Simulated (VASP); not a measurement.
These are LDA (Ceperley-Alder, Perdew-Zunger), VASP's LDA PAW potentials (set 64) (plane waves; VASP) values and carry that method's errors.

Gaps are without spin-orbit coupling.

```json
{
 "volume_per_atom": "24.05 Å³/atom",
 "band gap (over mesh and band path)": "0.24 eV",
 "smallest direct gap (over mesh and band path)": "0.24 eV"
}
```

Which relaxed crystal gives these values?
A) BeTe, F-43m (216)
B) Cd2SrAs2, P-3m1 (164)
C) CaSe, Fm-3m (225)
D) CuI, F-43m (216)

B, Cd2SrAs2, P-3m1 (164)
